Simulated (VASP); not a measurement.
Level of theory: rev-vdW-DF2, VASP's PBE PAW potentials (set 64) (plane waves; VASP).

A VASP calculation is set up with these files.

**INCAR**
```
! general
SYSTEM   = BN
PREC     = Accurate
ENCUT    = 520
LREAL    = F
LASPH    = T

! electronic loop
EDIFF    = 1E-6
NELM     = 100
ALGO     = Normal

! smearing
ISMEAR   = 0
SIGMA    = 0.05

! functional
GGA      = MK
LUSE_VDW = T
AGGAC    = 0.0
PARAM1   = 0.1234568
PARAM2   = 0.7114
ZAB_VDW  = -1.8867

! ions
IBRION   = 2
NSW      = 60
ISIF     = 3
EDIFFG   = -0.01

! output
LWAVE    = F
LCHARG   = F
```

File KPOINTS:
```
Automatic mesh
0
Gamma
11 11 11
0 0 0
```

POSCAR:
```
BN
1.0
  0.0000000000   1.8075000000   1.8075000000
  1.8075000000   0.0000000000   1.8075000000
  1.8075000000   1.8075000000   0.0000000000
B N
1 1
direct
  0.0000000000   0.0000000000   0.0000000000
  0.2500000000   0.2500000000   0.2500000000
```

POTCAR, in this order: B N (PBE.64 set). Program: vasp_std.

The run wrote:

### OSZICAR
```
       N       E                     dE             d eps       ncg     rms          rms(c)
DAV:   1     0.110188278957E+02    0.11019E+02   -0.53852E+03   960   0.101E+03
DAV:   2    -0.167895388150E+02   -0.27808E+02   -0.27302E+02  1224   0.174E+02
DAV:   3    -0.169902600739E+02   -0.20072E+00   -0.20072E+00  1032   0.184E+01
DAV:   4    -0.169904745643E+02   -0.21449E-03   -0.21449E-03  1216   0.513E-01
DAV:   5    -0.169904747168E+02   -0.15245E-06   -0.15245E-06   984   0.897E-03    0.682E+00
DAV:   6    -0.160611100752E+02    0.92936E+00   -0.37470E+00  1136   0.142E+01    0.328E+00
DAV:   7    -0.159831263452E+02    0.77984E-01   -0.99151E-02  1160   0.299E+00    0.191E+00
DAV:   8    -0.159640814677E+02    0.19045E-01   -0.49302E-02  1064   0.190E+00    0.193E-01
DAV:   9    -0.159641552300E+02   -0.73762E-04   -0.47426E-04   920   0.253E-01    0.810E-02
DAV:  10    -0.159641952074E+02   -0.39977E-04   -0.90769E-05  1240   0.109E-01    0.137E-02
DAV:  11    -0.159641973571E+02   -0.21497E-05   -0.39603E-06   936   0.190E-02    0.597E-03
DAV:  12    -0.159641973458E+02    0.11377E-07   -0.86876E-07   448   0.776E-03
   1 F= -.15964197E+02 E0= -.15964197E+02  d E =-.159642E+02
       N       E                     dE             d eps       ncg     rms          rms(c)
DAV:   1    -0.159647358972E+02   -0.53854E-03   -0.17053E-02   960   0.135E+00    0.169E-01
DAV:   2    -0.159642183362E+02    0.51756E-03   -0.24651E-03  1024   0.383E-01    0.444E-02
DAV:   3    -0.159641959307E+02    0.22406E-04   -0.60632E-05  1024   0.814E-02    0.189E-02
DAV:   4    -0.159641875704E+02    0.83603E-05   -0.10577E-05  1056   0.293E-02    0.486E-03
DAV:   5    -0.159641872749E+02    0.29546E-06   -0.35077E-07   464   0.500E-03
   2 F= -.15964187E+02 E0= -.15964187E+02  d E =0.100708E-04
       N       E                     dE             d eps       ncg     rms          rms(c)
DAV:   1    -0.159644452087E+02   -0.25764E-03   -0.44026E-03   984   0.688E-01    0.861E-02
DAV:   2    -0.159643118292E+02    0.13338E-03   -0.63362E-04  1040   0.194E-01    0.225E-02
DAV:   3    -0.159643065505E+02    0.52787E-05   -0.15538E-05  1032   0.412E-02    0.964E-03
DAV:   4    -0.159643051066E+02    0.14439E-05   -0.26990E-06   920   0.148E-02    0.247E-03
DAV:   5    -0.159643051775E+02   -0.70847E-07   -0.85026E-08   448   0.250E-03
   3 F= -.15964305E+02 E0= -.15964305E+02  d E =-.107832E-03
```

**OUTCAR**
```
------------------------ aborting loop because EDIFF is reached ----------------------------------------
  FORCE on cell =-STRESS in cart. coord.  units (eV):
  Direction    XX          YY          ZZ          XY          YZ          ZX
  --------------------------------------------------------------------------------------
  Total       -0.0002129     -0.0002129     -0.0002129      0.0000000     -0.0000000      0.0000000
  in kB       -0.0288031     -0.0288031     -0.0288031      0.0000000     -0.0000000      0.0000000
  external PRESSURE =      -0.0288031 kB  Pullay stress =       0.0000000 kB
  volume of cell :       11.84
      direct lattice vectors                 reciprocal lattice vectors
    -0.000000000  1.809189365  1.809189365    -0.276366869  0.276366869  0.276366869
     1.809189365  0.000000000  1.809189365     0.276366869 -0.276366869  0.276366869
     1.809189365  1.809189365  0.000000000     0.276366869  0.276366869 -0.276366869
  FREE ENERGIE OF THE ION-ELECTRON SYSTEM (eV)
  ---------------------------------------------------
  free  energy   TOTEN  =       -15.9643051775 eV

  energy  without entropy=      -15.9643051775  energy(sigma->0) =      -15.96430518

 reached required accuracy - stopping structural energy minimisation
```
(Selected blocks of OUTCAR.)

### CONTCAR
```
BN
   1.00000000000000
    -0.0000000000000000    1.8091893653648292    1.8091893653648292
     1.8091893653648292    0.0000000000000000    1.8091893653648292
     1.8091893653648292    1.8091893653648292    0.0000000000000000
  B               N
     1     1
Direct
     0.0000000000000000    0.0000000000000000    0.0000000000000000
     0.2500000000000000    0.2500000000000000    0.2500000000000000
```

The compound is BN in the zinc blende structure. This run relaxes it. Symmetry was kept, so distortions that lower it aren't found.
